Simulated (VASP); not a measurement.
# Interstitial Li in TaSi2, part 2 of 5

Wanted: what interstitial Li costs in TaSi2 and how the lattice relaxes round it. The start is a cell from a database of measured crystal structures.

VASP 6.6.1, plane waves and PAW; the level of theory is named at each step.

So far. Step 2 (The host at zero pressure): The run ended after 7 ionic steps, 0.181 eV below its first step, once forces and stress met EDIFFG = -0.03.

The database entry behind the starting cell has ideal inner coordinates that were not refined, so it need not match the best structure at ambient conditions.

### 3. The supercell without the defect

Level of this step: SCAN; plane waves and PAW (Ta, Si) (VASP).

System of this step: TaSi2. The structure is hexagonal, space group P6_222 (No. 180). The conventional cell has a = 4.761 Å, b = 4.761 Å, c = 6.543 Å, α = 90.00°, β = 90.00°, γ = 120.00°. Nearest to Ta lie 10 Si at 2.60 to 2.82 Å. Nearest to Si lie 5 Si at 2.54 to 2.82 Å and 5 Ta at 2.60 to 2.82 Å. Nearest to Si lie 5 Si at 2.54 to 2.82 Å and 5 Ta at 2.60 to 2.82 Å. Farther neighbours are not listed.

The same cell, mesh and cutoff without the defect give the energy to subtract and, in a gapped host, the band edges to count from, so that most errors cancel.

Input file INCAR:

```
SYSTEM = TaSi2
PREC = Normal
ENCUT = 300
EDIFF = 1E-05
NELM = 120
ISMEAR = 1
SIGMA = 0.2
LREAL = Auto
ALGO = Normal
METAGGA = SCAN
LASPH = .TRUE.
NBANDS = 104
LORBIT = 11
LWAVE = .FALSE.
LCHARG = .FALSE.
KPAR = 4
```

Input file POSCAR:

```
TaSi2
1.0
   -7.1410466652      4.1228852144      6.5431459319
    7.1410466652     -4.1228852144      6.5431459319
    2.3803488884      4.1228852144     -6.5431459319
Ta Si
12 24
Direct
    0.3333333333      0.0833333333      0.2500000000
    0.8333333333      0.5833333333      0.2500000000
    0.8333333333      0.0833333333      0.7500000000
    0.3333333333      0.5833333333      0.7500000000
    0.6666666666      0.6666666666      0.5000000000
    0.1666666666      0.1666666666      0.5000000000
    0.1666666666      0.6666666666      0.0000000000
    0.6666666666      0.1666666666      0.0000000000
    0.2500000000      0.5000000000      0.2500000000
    0.7500000000      0.0000000000      0.2500000000
    0.7500000000      0.5000000000      0.7500000000
    0.2500000000      0.0000000000      0.7500000000
    0.1625170893      0.2417008454      0.2375512680
    0.6625170894      0.7417008454      0.2375512680
    0.6625170894      0.2417008454      0.7375512681
    0.1625170893      0.7417008454      0.7375512680
    0.8374829106      0.4958504226      0.5000000000
    0.3374829106      0.9958504226      0.5000000000
    0.3374829106      0.4958504226      0.0000000000
    0.8374829106      0.9958504226      0.0000000000
    0.5916324879      0.6708162440      0.7624487320
    0.0916324879      0.1708162440      0.7624487320
    0.0916324879      0.6708162440      0.2624487320
    0.5916324879      0.1708162440      0.2624487320
    0.5041495773      0.4249658213      0.7624487320
    0.0041495774      0.9249658213      0.7624487320
    0.0041495773      0.4249658213      0.2624487319
    0.5041495773      0.9249658213      0.2624487320
    0.4958504226      0.8374829106      0.5000000000
    0.9958504226      0.3374829106      0.5000000000
    0.9958504226      0.8374829106      0.0000000000
    0.4958504226      0.3374829106      0.0000000000
    0.4083675121      0.3291837560      0.2375512681
    0.9083675120      0.8291837560      0.2375512680
    0.9083675120      0.3291837560      0.7375512680
    0.4083675120      0.8291837560      0.7375512681
```

Input file KPOINTS:

```
Automatic mesh
0
Gamma
5 5 5
0 0 0
```

PAW data sets: Ta and Si (PBE family, release 64).

Launch:

```console
$ mpirun -np 4 vasp_std
```

Output:

```text
[banner, memory and clock lines left out]
running    4 mpi-ranks, on    1 nodes
 distrk:  each k-point on    1 cores,    4 groups
 distr:  one band on    1 cores,    1 groups

 POSCAR found type information on POSCAR TaSi
 POSCAR found :  2 types and      36 ions
 [... a notice as in an earlier step ...]

 LDA part: xc-table for (None), standard interpolation
 POSCAR, INCAR and KPOINTS ok, starting setup
 FFT: planning ... GRIDC
 FFT: planning ... GRID_SOFT
 FFT: planning ... GRID
 WAVECAR not read
 entering main loop
       N       E                     dE             d eps       ncg     rms          rms(c)
DAV:   1    -0.562497788886E+03   -0.56250E+03   -0.46936E+04  5616   0.865E+02
DAV:   2    -0.105891903273E+04   -0.49642E+03   -0.47214E+03  6928   0.169E+02
DAV:   3    -0.108807076023E+04   -0.29152E+02   -0.28192E+02  7136   0.369E+01
DAV:   4    -0.108886093226E+04   -0.79017E+00   -0.78211E+00  7048   0.655E+00
DAV:   5    -0.108888162874E+04   -0.20696E-01   -0.20633E-01  7064   0.100E+00    0.750E+01
DAV:   6    -0.105628351852E+04    0.32598E+02   -0.69271E+01  6824   0.168E+01    0.323E+01
DAV:   7    -0.105519323928E+04    0.10903E+01   -0.13232E+01  6720   0.892E+00    0.145E+01
DAV:   8    -0.105479392577E+04    0.39931E+00   -0.10162E+00  6816   0.332E+00    0.173E+00
DAV:   9    -0.105476226886E+04    0.31657E-01   -0.38143E-01  7168   0.125E+00    0.630E-01
DAV:  10    -0.105478310768E+04   -0.20839E-01   -0.56112E-02  7640   0.615E-01    0.447E-01
DAV:  11    -0.105478052728E+04    0.25804E-02   -0.94331E-03  7304   0.195E-01    0.156E-01
DAV:  12    -0.105478035443E+04    0.17285E-03   -0.16618E-03  7728   0.991E-02    0.452E-02
DAV:  13    -0.105478035184E+04    0.25958E-05   -0.30149E-04  7776   0.385E-02    0.168E-02
DAV:  14    -0.105478035666E+04   -0.48254E-05   -0.20411E-05  4424   0.143E-02
   1 F= -.10547804E+04 E0= -.10547808E+04  d E =0.127777E-02
```

Elapsed: 4.4 min, on 4 MPI ranks of Intel Xeon 6975P-C (Granite Rapids), shared host; peak memory 2.2 GiB.

Parts of OUTCAR (step 3):

```text
  LATTYP: Found a face centered orthorhombic cell.
 ALAT       =     9.5213955535
 B/A-ratio  =     1.3744090129
 C/A-ratio  =     1.7320508076

 Subroutine GETGRP returns: Found  4 space group operations
 (whereof  2 operations were pure point group operations)

The static configuration has the point symmetry C_2 .
 The point group associated with its full space group is D_2 .

 Found     27 irreducible k-points:

   k-points           NKPTS =     27   k-points in BZ     NKDIM =     27   number of bands    NBANDS=    104

   dimension x,y,z NGX =    48 NGY =   48 NGZ =   36
   dimension x,y,z NGXF=    96 NGYF=   96 NGZF=   72

   ENCUT  =  300.0 eV  22.05 Ry    4.70 a.u.  14.87 14.87 11.43*2*pi/ulx,y,z

   NELECT =     156.0000    total number of electrons

 E-fermi :   9.5509

 k-point     1 :       0.0000    0.0000    0.0000
  band No.  band energies     occupation
    ...
     76       8.8335      2.00000
     77       9.2526      2.05604
     78       9.2526      2.05604
     79       9.4485      1.75338
     80       9.4712      1.61885
     81      10.2899     -0.00000
     82      10.4577     -0.00000
     83      10.8597     -0.00000
     84      11.2044     -0.00000
     85      11.2044     -0.00000
    ...

 k-point     2 :       0.2000    0.0000    0.0000
  band No.  band energies     occupation
    ...
     76       8.8913      2.00003
     77       9.3143      2.07036
     78       9.3175      2.06981
     79       9.3891      1.98463
     80       9.5358      1.12762
     81      10.2579     -0.00001
     82      10.4918     -0.00000
     83      10.6892     -0.00000
     84      10.9524     -0.00000
     85      11.0334     -0.00000
    ...

  Total        1.3008407      1.2614625     -1.4252181     -0.0341025      0.0000000      0.0000000
  in kB        4.0571051      3.9342910     -4.4450173     -0.1063601      0.0000000      0.0000000
  external PRESSURE =       1.1821263 kB  Pullay stress =       0.0000000 kB

  energy-cutoff  :      300.00
  volume of cell :      513.71
      direct lattice vectors                 reciprocal lattice vectors
    -7.141046665  4.122885214  6.543145932     0.000000000  0.121274296  0.076415841
     7.141046665 -4.122885214  6.543145932     0.105026621  0.060637148  0.076415841
     2.380348888  4.122885214 -6.543145932     0.105026621  0.181911443  0.000000000

 POSITION                                       TOTAL-FORCE (eV/Angst)
 -----------------------------------------------------------------------------------
     -1.19017      2.06144      1.09052        -0.000000      0.000000      0.000639
     -1.19017      2.06144      7.63367        -0.000000      0.000000      0.000639
     -3.57052      6.18433      1.09052        -0.000000      0.000000      0.000639
      3.57052      2.06144      1.09052        -0.000000      0.000000      0.000639
      1.19017      2.06144      5.45262        -0.000000     -0.000000     -0.000000
      1.19017      2.06144     -1.09052        -0.000000      0.000000     -0.000000
      3.57052     -2.06144      5.45262        -0.000000      0.000000     -0.000000
     -3.57052      2.06144      5.45262        -0.000000      0.000000     -0.000000
      2.38035      0.00000      3.27157        -0.000000      0.000000     -0.000639
     -4.76070      4.12289      3.27157        -0.000000     -0.000000     -0.000639
      0.00000      4.12289      3.27157        -0.000000      0.000000     -0.000639
     -0.00000      4.12289     -3.27157        -0.000000     -0.000000     -0.000639
      1.13091      0.65293      1.09052         0.026904      0.022600     -0.000882
      1.13091      0.65293      7.63367         0.026904      0.022600     -0.000882
     -1.24944      4.77582      1.09052         0.026904      0.022600     -0.000882
      5.89161      0.65293      1.09052         0.026904      0.022600     -0.000882
     -1.24944      3.46995      5.45262         0.029262     -0.016895     -0.000000
      5.89161     -0.65293      5.45262         0.029262     -0.016895     -0.000000
      1.13091     -0.65293      5.45262         0.029262     -0.016895     -0.000000
      1.13091     -0.65293     11.99577         0.029262     -0.016895     -0.000000
      2.38035      2.81702      3.27157        -0.006120     -0.034600      0.000882
      2.38035      2.81702     -3.27157        -0.006120     -0.034600      0.000882
      4.76070     -1.30586      3.27157        -0.006120     -0.034600      0.000882
     -2.38035      2.81702      3.27157        -0.006120     -0.034600      0.000882
      1.24944      3.46995      1.09052        -0.026904     -0.022600     -0.000882
      8.39049     -0.65293      1.09052        -0.026904     -0.022600     -0.000882
      3.62979     -0.65293      1.09052        -0.026904     -0.022600     -0.000882
      3.62979     -0.65293      7.63367        -0.026904     -0.022600     -0.000882
      3.62979      0.65293      5.45262        -0.029262      0.016895     -0.000000
     -3.51126      4.77582      5.45262        -0.029262      0.016895     -0.000000
     -1.13091      0.65293     11.99577        -0.029262      0.016895     -0.000000
     -1.13091      0.65293      5.45262        -0.029262      0.016895     -0.000000
     -0.00000      1.30586      3.27157         0.006120      0.034600      0.000882
      0.00000      1.30586      9.81472         0.006120      0.034600      0.000882
     -2.38035      5.42875      3.27157         0.006120      0.034600      0.000882
      4.76070      1.30586      3.27157         0.006120      0.034600      0.000882
 -----------------------------------------------------------------------------------
    total drift:                               -0.002393      0.001382     -0.000000

  FREE ENERGIE OF THE ION-ELECTRON SYSTEM (eV)
  ---------------------------------------------------
  free  energy   TOTEN  =     -1054.7803566618 eV

  energy  without entropy=    -1054.7816344306  energy(sigma->0) =    -1054.78078258

 total charge
# of ion       s       p       d       tot
------------------------------------------
    1        0.381   0.784   3.764   4.929
    2        0.381   0.784   3.764   4.929
    3        0.381   0.784   3.764   4.929
    4        0.381   0.784   3.764   4.929
    5        0.381   0.784   3.764   4.929
    6        0.381   0.784   3.764   4.929
    7        0.381   0.784   3.764   4.929
    8        0.381   0.784   3.764   4.929
    9        0.381   0.784   3.764   4.929
   10        0.381   0.784   3.764   4.929
   11        0.381   0.784   3.764   4.929
   12        0.381   0.784   3.764   4.929
   13        0.750   0.905   0.000   1.655
   14        0.750   0.905   0.000   1.655
   15        0.750   0.905   0.000   1.655
   16        0.750   0.905   0.000   1.655
   17        0.750   0.905   0.000   1.654
   18        0.750   0.905   0.000   1.654
   19        0.750   0.905   0.000   1.654
   20        0.750   0.905   0.000   1.654
   21        0.750   0.905   0.000   1.655
   22        0.750   0.905   0.000   1.655
   23        0.750   0.905   0.000   1.655
   24        0.750   0.905   0.000   1.655
   25        0.750   0.905   0.000   1.655
   26        0.750   0.905   0.000   1.655
   27        0.750   0.905   0.000   1.655
   28        0.750   0.905   0.000   1.655
   29        0.750   0.905   0.000   1.654
   30        0.750   0.905   0.000   1.654
   31        0.750   0.905   0.000   1.654
   32        0.750   0.905   0.000   1.654
   33        0.750   0.905   0.000   1.655
   34        0.750   0.905   0.000   1.655
   35        0.750   0.905   0.000   1.655
   36        0.750   0.905   0.000   1.655
--------------------------------------------------
tot         22.560  31.123  45.170  98.854

[... 7 further parts left out ...]
```

This step gave:

- electronic cycles: 14
- electrons: 156
- free energy (TOTEN): -1054.7804 eV
- energy at zero smearing: -1054.7808 eV
- Fermi energy: 9.551 eV

The host is treated as a metal, as its relaxation found a gap under 0.3 eV or none, and only the neutral defect is run.

### 4. Reference Li

This step: SCAN; plane waves and PAW (Li) (VASP 6.6.1).

System of this step: Li. The structure is cubic, space group Im-3m (No. 229). Conventional cell: a = 3.490 Å, b = 3.490 Å, c = 3.490 Å, α = 90.00°, β = 90.00°, γ = 90.00°. Nearest to Li lie 8 Li at 3.02 Å.

The reference for Li is its crystal, relaxed at the cutoff of the large cell.

Input file INCAR:

```
SYSTEM = Li
PREC = Normal
ENCUT = 300
EDIFF = 1E-05
NELM = 120
ISMEAR = 1
SIGMA = 0.1
LREAL = Auto
ALGO = Normal
METAGGA = SCAN
LASPH = .TRUE.
NBANDS = 6
LORBIT = 11
LWAVE = .FALSE.
LCHARG = .FALSE.
KPAR = 4
IBRION = 2
NSW = 25
ISIF = 3
EDIFFG = -0.02
POTIM = 0.4
```

Input file POSCAR:

```
Li
1.0
   -1.7450000000      1.7450000000      1.7450000000
    1.7450000000     -1.7450000000      1.7450000000
    1.7450000000      1.7450000000     -1.7450000000
Li
1
Direct
    0.0000000000      0.0000000000      0.0000000000
```

Input file KPOINTS:

```
Automatic mesh
0
Gamma
11 11 11
0 0 0
```

PAW data sets: Li (PBE family, release 64).

Launch:

```console
$ mpirun -np 4 vasp_std
```

Output:

```text
[banner, memory and clock lines left out]
running    4 mpi-ranks, on    1 nodes
 distrk:  each k-point on    1 cores,    4 groups
 distr:  one band on    1 cores,    1 groups

 POSCAR found type information on POSCAR Li
 POSCAR found :  1 types and       1 ions
|                                                                             |
|               ----> ADVICE to this user running VASP <----                  |
|                                                                             |
|     You have a (more or less) 'small supercell' and for smaller cells       |
|     it is recommended to use the reciprocal-space projection scheme!        |
|     The real-space optimization is not efficient for small cells and it     |
|     is also less accurate ...                                               |
|     Therefore, set LREAL=.FALSE. in the INCAR file.                         |
|                                                                             |

 [... a notice as in an earlier step ...]

 LDA part: xc-table for (None), standard interpolation
 POSCAR, INCAR and KPOINTS ok, starting setup
 FFT: planning ... GRIDC
 FFT: planning ... GRID_SOFT
 FFT: planning ... GRID
 WAVECAR not read
 entering main loop
       N       E                     dE             d eps       ncg     rms          rms(c)
DAV:   1    -0.227560281613E+01   -0.22756E+01   -0.14484E+02   858   0.324E+01
DAV:   2    -0.236458748497E+01   -0.88985E-01   -0.75065E-01   942   0.344E+00
DAV:   3    -0.236479508198E+01   -0.20760E-03   -0.20761E-03   744   0.155E-01
DAV:   4    -0.236479566606E+01   -0.58408E-06   -0.58410E-06   912   0.582E-03
DAV:   5    -0.236479566820E+01   -0.21336E-08   -0.21448E-08   708   0.187E-04    0.172E-01
DAV:   6    -0.233936610773E+01    0.25430E-01   -0.24321E-03   672   0.272E-01    0.113E-01
DAV:   7    -0.234340410685E+01   -0.40380E-02   -0.19436E-03   696   0.163E-01    0.124E-02
DAV:   8    -0.234345287010E+01   -0.48763E-04   -0.42677E-05   834   0.282E-02    0.897E-03
DAV:   9    -0.234349552495E+01   -0.42655E-04   -0.68097E-06   702   0.958E-03    0.277E-03
DAV:  10    -0.234349377847E+01    0.17465E-05   -0.15239E-07   348   0.146E-03
   1 F= -.23434938E+01 E0= -.23432495E+01  d E =-.234349E+01
 curvature:   0.00 expect dE= 0.000E+00 dE for cont linesearch  0.000E+00
 trial: gam= 0.00000 g(F)=  0.126E-62 g(S)=  0.139E-03 ort = 0.000E+00 (trialstep = 0.100E+01)
 search vector abs. value=  0.139E-03
 bond charge predicted
       N       E                     dE             d eps       ncg     rms          rms(c)
DAV:   1    -0.234361618412E+01   -0.12066E-03   -0.65592E-05   672   0.272E-02    0.143E-03
DAV:   2    -0.234361656656E+01   -0.38244E-06   -0.82773E-06   672   0.146E-02
   2 F= -.23436166E+01 E0= -.23433705E+01  d E =-.122788E-03
 ZBRENT: can't locate minimum, use default step
 trial-energy change:   -0.000123  1 .order   -0.000124   -0.000139   -0.000110
 step:   4.0000(harm=  4.7486)  dis= 0.00000  next Energy=    -2.343823 (dE=-0.330E-03)
 bond charge predicted
       N       E                     dE             d eps       ncg     rms          rms(c)
DAV:   1    -0.234378598147E+01   -0.16980E-03   -0.59550E-04   678   0.826E-02    0.457E-03
DAV:   2    -0.234381539109E+01   -0.29410E-04   -0.68013E-05   672   0.429E-02    0.203E-03
DAV:   3    -0.234380263539E+01    0.12756E-04   -0.70428E-07   618   0.365E-03    0.692E-04
DAV:   4    -0.234379541426E+01    0.72211E-05   -0.15736E-07   336   0.153E-03
   3 F= -.23437954E+01 E0= -.23435438E+01  d E =-.301636E-03
 curvature:  -2.28 expect dE=-0.355E-04 dE for cont linesearch -0.355E-04
 trial: gam=-0.22280 g(F)=  0.597E-66 g(S)=  0.156E-04 ort = 0.465E-04 (trialstep = 0.160E+01)
 search vector abs. value=  0.175E-05
 reached required accuracy - stopping structural energy minimisation
```

Elapsed: 3.4 s, on 4 MPI ranks; peak memory 0.38 GiB; 11 s of CPU time.

Parts of OUTCAR (step 4):

```text
  LATTYP: Found a body centered cubic cell.
 ALAT       =     3.4900000000

 Subroutine GETGRP returns: Found 48 space group operations
 (whereof 48 operations were pure point group operations)

The static configuration has the point symmetry O_h .

 Found     56 irreducible k-points:

   k-points           NKPTS =     56   k-points in BZ     NKDIM =     56   number of bands    NBANDS=      6

   dimension x,y,z NGX =    14 NGY =   14 NGZ =   14
   dimension x,y,z NGXF=    28 NGYF=   28 NGZF=   28

   ENCUT  =  300.0 eV  22.05 Ry    4.70 a.u.   4.27  4.27  4.27*2*pi/ulx,y,z

   NELECT =       1.0000    total number of electrons

 E-fermi :   0.3817

 k-point     1 :       0.0000    0.0000    0.0000
  band No.  band energies     occupation
      1      -3.4135      2.00000
      2      15.8620      0.00000
      3      15.8622      0.00000
      4      15.8622      0.00000
      5      20.2735      0.00000
      6      20.2735      0.00000

 k-point     2 :       0.0909    0.0000    0.0000
  band No.  band energies     occupation
      1      -3.2462      2.00000
      2      14.6374      0.00000
      3      15.0676      0.00000
      4      15.5488      0.00000
      5      18.5859      0.00000
      6      18.6911      0.00000

  Total       -0.0116002     -0.0116002     -0.0116002      0.0000000     -0.0000000     -0.0000000
  in kB       -0.8886111     -0.8886111     -0.8886111      0.0000000     -0.0000000     -0.0000000
  external PRESSURE =      -0.8886111 kB  Pullay stress =       0.0000000 kB

  energy-cutoff  :      300.00
  volume of cell :       20.92
      direct lattice vectors                 reciprocal lattice vectors
    -1.735673578  1.735673578  1.735673578     0.000000000  0.288072600  0.288072600
     1.735673578 -1.735673578  1.735673578     0.288072600  0.000000000  0.288072600
     1.735673578  1.735673578 -1.735673578     0.288072600  0.288072600  0.000000000

 POSITION                                       TOTAL-FORCE (eV/Angst)
 -----------------------------------------------------------------------------------
     -0.00000      0.00000      0.00000        -0.000000     -0.000000      0.000000
 -----------------------------------------------------------------------------------
    total drift:                               -0.000000     -0.000000      0.000000

  FREE ENERGIE OF THE ION-ELECTRON SYSTEM (eV)
  ---------------------------------------------------
  free  energy   TOTEN  =        -2.3437954143 eV

  energy  without entropy=       -2.3430407033  energy(sigma->0) =       -2.34354384

 total charge
# of ion       s       p       d       tot
------------------------------------------
    1        0.118   0.092   0.000   0.210

[... 1 part as in an earlier step ...]

[... 7 further parts left out ...]
```

The run keeps the 48 symmetry operations of its start, so it cannot find a distortion of lower symmetry.

The steps of the relaxation:

| step | energy less that of the first step (eV) | largest force (eV/Å) | pressure (GPa) | volume (Å³) |
| --- | --- | --- | --- | --- |
| 1 | 0.0000 | 0.0000 | -0.26 | 21.25 |
| 2 | -0.0001 | 0.0000 | -0.21 | 21.17 |
| 3 | -0.0003 | 0.0000 | -0.09 | 20.92 |

| conventional cell, symmetrised | before | after | change |
| --- | --- | --- | --- |
| a (Å) | 3.490 | 3.471 | -0.5 % |
| b (Å) | 3.490 | 3.471 | -0.5 % |
| c (Å) | 3.490 | 3.471 | -0.5 % |
| volume (Å³/atom) | 21.25 | 20.92 | -1.6 % |

The relaxed structure:

```
Li
1.0
    -1.73567    1.73567    1.73567
     1.73567   -1.73567    1.73567
     1.73567    1.73567   -1.73567
Li
1
Direct
  0.00000 0.00000 0.00000
```

This step gave:

```yaml
electronic_cycles: 16
electrons: 1
free_energy_toten: -2.344 eV
energy_at_zero_smearing: -2.344 eV
fermi_energy: 0.3817 eV
```

The run ended after 3 ionic steps, 0.000 eV below its first step, once forces and stress met EDIFFG = -0.02.

Energy at zero smearing: -2.34354 eV.

(Part 2 of 5 ends here.)

[Lines on the potential files, build, host, timing and source positions are cut from VASP's logs without a mark.]

[Logs are printed without paths, hosts, clocks, repeated set-up lines and the standing remarks that a program may print on its own settings, such as how far it seeks lower states.]

[Hosts, paths, dates, database ids (printed as entryN), source tags and the programs' standing remarks are cut or masked in the printed files.]

[In band tables of VASP the shares of atoms and orbitals are scaled to a sum of 1 inside the atoms' spheres.]

[Runs that stopped without an error message from VASP are left out.]
